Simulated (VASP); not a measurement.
Computed with LDA (Ceperley-Alder, Perdew-Zunger), VASP's LDA PAW potentials (set 64) (plane waves; VASP 6.6.1).

VASP input:

File POSCAR:
```
LaBi2ClO4
1
    3.9889000000     0.0000000000     0.0000000000
    0.0000000000     3.9889000000     0.0000000000
    0.0000000000     0.0000000000     9.3331900000
La Bi Cl O
1 2 1 4
Direct
  0.0000000000   0.0000000000   0.0000000000
  0.5000000000   0.5000000000   0.2783800000
  0.5000000000   0.5000000000   0.7216200000
  0.0000000000   0.0000000000   0.5000000000
  0.0000000000   0.5000000000   0.1616600000
  0.0000000000   0.5000000000   0.8383400000
  0.5000000000   0.0000000000   0.1616600000
  0.5000000000   0.0000000000   0.8383400000
```

### INCAR
```
SYSTEM=LaBi2ClO4
PREC=Accurate; ENCUT=400; LREAL=.FALSE.
LASPH=.TRUE.
EDIFF=1E-6; NELM=100; ALGO=Normal
LMAXMIX=6
ISMEAR=-1; SIGMA=0.02
ISIF=2
LWAVE=.FALSE.; LCHARG=.FALSE.
```

KPOINTS:
```
Automatic mesh
0
Gamma
6 6 3
0 0 0
```

POTCAR, in this order: La Bi_d Cl O (LDA.64 set). Program: vasp_std.

At this cut-off the stress carries a Pulay error, which pulls relaxed volumes low.

**Question.** What does the run give for the energy per atom (σ→0), pressure, largest force?

**Answer.** 
energy per atom (σ→0): -7.018 eV/atom
pressure: -9.50 GPa
largest force: 0.518 eV/Å

### OSZICAR
```
...
DAV:  10    -0.561405911639E+02    0.15156E-02   -0.12988E-01  2682   0.222E+00    0.407E-01
DAV:  11    -0.561401330179E+02    0.45815E-03   -0.14795E-02  2760   0.723E-01    0.156E-01
DAV:  12    -0.561400681050E+02    0.64913E-04   -0.44837E-03  3128   0.350E-01    0.669E-02
DAV:  13    -0.561400544282E+02    0.13677E-04   -0.37237E-04  2288   0.115E-01    0.417E-02
DAV:  14    -0.561400396437E+02    0.14785E-04   -0.26334E-04  3032   0.799E-02    0.685E-03
DAV:  15    -0.561400406449E+02   -0.10012E-05   -0.17907E-05  2264   0.250E-02    0.242E-03
DAV:  16    -0.561400407539E+02   -0.10894E-06   -0.14563E-06  1584   0.999E-03
   1 F= -.56140041E+02 E0= -.56140041E+02  d E =-.102951E-10
```

The structure comes from a computed database's LaBi2ClO4 entry (P4/mmm); how it stands against other phases isn't given here. The cell was not relaxed at this level.
